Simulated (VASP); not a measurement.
Input:

```
TiO2
1.0
   -1.84962     1.84962     4.21254
    1.84962    -1.84962     4.21254
    1.84962     1.84962    -4.21254
Ti O
2 4
Direct
  0.75000   0.25000   0.50000
  0.00000   0.00000   0.00000
  0.52444   0.02444   0.50000
  0.77444   0.77444   0.00000
  0.22556   0.22556   0.00000
  0.97556   0.47556   0.50000
```

These are LDA (Ceperley-Alder, Perdew-Zunger), VASP's LDA PAW potentials (set 64) (plane waves; VASP) values and carry that method's errors. Numerical set-up: 620 eV cut-off, 8×8×8 Γ-centred mesh, Gaussian smearing of 0.050 eV, potentials Ti_sv O.

Energy and stress use the plane-wave basis of the starting cell.

The ions, cell shape and volume at an external pressure of 45.0 GPa are relaxed. Which structure does the run end with?

```
TiO2
1.0
   -1.83879     1.83879     4.03067
    1.83879    -1.83879     4.03067
    1.83879     1.83879    -4.03067
Ti O
2 4
Direct
  0.75000   0.25000   0.50000
  0.00000   0.00000   0.00000
  0.51668   0.01668   0.50000
  0.76668   0.76668   0.00000
  0.23332   0.23332   0.00000
  0.98332   0.48332   0.50000
```
Space group I4_1/amd (141), at a tolerance of 0.03 Å.

How do energy and volume change from the first to the last step?

The energy (σ→0) changes by +121.4 meV/atom and the volume by -5.4 %, in 12 ionic steps.

The compound is TiO2 in the anatase structure, one of several forms; rutile is the usual stable one. This run relaxes it under an external pressure of 45 GPa. Symmetry was kept, so distortions that lower it aren't found.
